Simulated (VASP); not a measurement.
Computed with PBEsol GGA, VASP's PBE PAW potentials (set 64) (plane waves; VASP 6.6.1).

Input for VASP

File POSCAR:
```
MnSi
1.0
  4.4724212850   0.0000000000   0.0000000000
  0.0000000000   4.4724212850   0.0000000000
  0.0000000000   0.0000000000   4.4724212850
Mn Si
4 4
Cart
  3.8584549142   2.8501770133   1.6222442717
  1.6222442717   3.8584549142   2.8501770133
  0.6139663708   0.6139663708   0.6139663708
  2.8501770133   1.6222442717   3.8584549142
  0.6911652697   1.5450453728   2.9273759122
  2.9273759122   0.6911652697   1.5450453728
  3.7812560153   3.7812560153   3.7812560153
  1.5450453728   2.9273759122   0.6911652697
```

### INCAR
```
SYSTEM = MnSi
PREC = Accurate
ENCUT = 500
EDIFF = 1E-6
NELM = 100
ALGO = Normal
LREAL = .FALSE.
LASPH = .TRUE.
ISMEAR = 1
SIGMA = 0.1
GGA = PS
LMAXMIX = 4
ISPIN = 2
MAGMOM = 0.9 0.9 0.9 0.9 -0.0 -0.0 -0.0 -0.0
LORBIT = 10
LWAVE = .FALSE.
LCHARG = .FALSE.
IBRION = 2
ISIF = 3
NSW = 40
EDIFFG = -0.02
```

File KPOINTS:
```
K-points
0
gamma
  7 7 7
0 0 0
```

POTCAR, in this order: Mn_pv Si (PBE.64 set). Program: vasp_std.

The resulting files:

OSZICAR:
```
       N       E                     dE             d eps       ncg     rms          rms(c)
DAV:   1     0.790050534779E+03    0.79005E+03   -0.35514E+04  4056   0.187E+03
DAV:   2    -0.818729471153E+01   -0.79824E+03   -0.77565E+03  4032   0.555E+02
DAV:   3    -0.739667650341E+02   -0.65779E+02   -0.63508E+02  4736   0.163E+02
DAV:   4    -0.759887954325E+02   -0.20220E+01   -0.19875E+01  4806   0.284E+01
DAV:   5    -0.760303995684E+02   -0.41604E-01   -0.41541E-01  4800   0.444E+00    0.379E+01
DAV:   6    -0.769577010678E+02   -0.92730E+00   -0.22786E+02  5080   0.103E+02    0.299E+01
DAV:   7    -0.663915653884E+02    0.10566E+02   -0.85969E+01  4466   0.643E+01    0.905E+00
DAV:   8    -0.663283710223E+02    0.63194E-01   -0.35809E+00  4272   0.951E+00    0.285E+00
DAV:   9    -0.662766068904E+02    0.51764E-01   -0.30571E-01  5098   0.358E+00    0.160E+00
DAV:  10    -0.662898006135E+02   -0.13194E-01   -0.33332E-02  5262   0.115E+00    0.993E-01
DAV:  11    -0.662994679229E+02   -0.96673E-02   -0.40149E-02  5196   0.106E+00    0.403E-01
DAV:  12    -0.663002396675E+02   -0.77174E-03   -0.26898E-03  4624   0.371E-01    0.231E-01
DAV:  13    -0.663005539262E+02   -0.31426E-03   -0.65828E-04  5096   0.169E-01    0.112E-01
DAV:  14    -0.663005896479E+02   -0.35722E-04   -0.16662E-04  5106   0.736E-02    0.583E-02
DAV:  15    -0.663005825641E+02    0.70838E-05   -0.30043E-05  4708   0.297E-02    0.328E-02
DAV:  16    -0.663005861106E+02   -0.35465E-05   -0.16522E-05  4312   0.240E-02    0.828E-03
DAV:  17    -0.663005862901E+02   -0.17951E-06   -0.94289E-07  2356   0.638E-03
   1 F= -.66300586E+02 E0= -.66299999E+02  d E =-.663006E+02  mag=     3.8345
```

File OUTCAR:
```
------------------------ aborting loop because EDIFF is reached ----------------------------------------
  FORCE on cell =-STRESS in cart. coord.  units (eV):
  Direction    XX          YY          ZZ          XY          YZ          ZX
  --------------------------------------------------------------------------------------
  Total        0.0151295      0.0151295      0.0151295      0.0000000      0.0000000      0.0000000
  in kB        0.2709613      0.2709613      0.2709613      0.0000000      0.0000000      0.0000000
  external PRESSURE =       0.2709613 kB  Pullay stress =       0.0000000 kB
  volume of cell :       89.46
      direct lattice vectors                 reciprocal lattice vectors
     4.472421285  0.000000000  0.000000000     0.223592532  0.000000000  0.000000000
     0.000000000  4.472421285  0.000000000     0.000000000  0.223592532  0.000000000
     0.000000000  0.000000000  4.472421285     0.000000000  0.000000000  0.223592532
 POSITION                                       TOTAL-FORCE (eV/Angst)
 -----------------------------------------------------------------------------------
      3.85845      2.85018      1.62224         0.007125     -0.007125      0.007125
      1.62224      3.85845      2.85018         0.007125      0.007125     -0.007125
      0.61397      0.61397      0.61397        -0.007125     -0.007125     -0.007125
      2.85018      1.62224      3.85845        -0.007125      0.007125      0.007125
      0.69117      1.54505      2.92738         0.003760     -0.003760      0.003760
      2.92738      0.69117      1.54505         0.003760      0.003760     -0.003760
      3.78126      3.78126      3.78126        -0.003760     -0.003760     -0.003760
      1.54505      2.92738      0.69117        -0.003760      0.003760      0.003760
 -----------------------------------------------------------------------------------
    total drift:                               -0.000001     -0.000001     -0.000000
  FREE ENERGIE OF THE ION-ELECTRON SYSTEM (eV)
  ---------------------------------------------------
  free  energy   TOTEN  =       -66.3005862901 eV

  energy  without entropy=      -66.2988255352  energy(sigma->0) =      -66.29999937

 total charge

# of ion       s       p       d       tot
------------------------------------------
    1        0.348   6.413   5.329  12.090
    2        0.348   6.413   5.329  12.090
    3        0.348   6.413   5.329  12.090
    4        0.348   6.413   5.329  12.090
    5        0.744   0.923   0.000   1.667
    6        0.744   0.923   0.000   1.667
    7        0.744   0.923   0.000   1.667
    8        0.744   0.923   0.000   1.667
--------------------------------------------------
tot          4.368  29.344  21.316  55.028

 magnetization (x)

# of ion       s       p       d       tot
------------------------------------------
    1        0.000   0.007   0.996   1.003
    2        0.000   0.007   0.996   1.003
    3        0.000   0.007   0.996   1.003
    4        0.000   0.007   0.996   1.003
    5       -0.011  -0.030   0.000  -0.042
    6       -0.011  -0.030   0.000  -0.042
    7       -0.011  -0.030   0.000  -0.042
    8       -0.011  -0.030   0.000  -0.042
--------------------------------------------------
tot         -0.045  -0.094   3.984   3.845

 reached required accuracy - stopping structural energy minimisation
```
(Selected blocks of OUTCAR.)

OUTCAR:
```
 val. band max:       11.4411592265   @ k =   0.4286   0.0000   0.0000

 cond. band min:      11.4494596030   @ k =  -0.1429   0.2857   0.0000


 Fermi energy:        11.4449647842

 spin component 1

 k-point     1 :       0.0000    0.0000    0.0000
  band No.  band energies     occupation
      1     -36.7764      1.00000
      2     -36.7764      1.00000
      3     -36.7764      1.00000
      4     -36.6927      1.00000
      5     -36.6927      1.00000
      6     -36.6924      1.00000
      7     -36.6924      1.00000
      8     -36.6924      1.00000
      9     -36.6042      1.00000
     10     -36.6042      1.00000
     11     -36.6042      1.00000
     12     -36.5408      1.00000
     13      -1.6526      1.00000
     14       3.5135      1.00000
     15       3.5135      1.00000
     16       3.5135      1.00000
     17       6.4307      1.00000
     18       6.4307      1.00000
     19       6.4307      1.00000
     20       7.8201      1.00000
     21       7.8201      1.00000
     22       7.8201      1.00000
     23       8.3800      1.00000
     24       8.6269      1.00000
     25       8.6269      1.00000
     26       8.8955      1.00000
     27       8.8955      1.00000
     28       8.8955      1.00000
     29       9.4708      1.00000
     30       9.4708      1.00000
     31       9.4708      1.00000
     32      11.1270      1.00003
     33      11.1270      1.00003
     34      11.1270      1.00003
     35      11.2052      1.00180
     36      11.2052      1.00181
     37      12.2893     -0.00000
     38      12.2893     -0.00000
     39      12.2893     -0.00000
     40      14.6392      0.00000
     41      14.6392      0.00000
     42      14.6392      0.00000

 k-point     2 :       0.1429    0.0000    0.0000
  band No.  band energies     occupation
      1     -36.7910      1.00000
      2     -36.7806      1.00000
      3     -36.7580      1.00000
      4     -36.7043      1.00000
...
```

The moments were started parallel, and other spin orders were not tried in this run.

The compound is MnSi in the B20 structure. It was relaxed first, which changed the volume by -6 %.
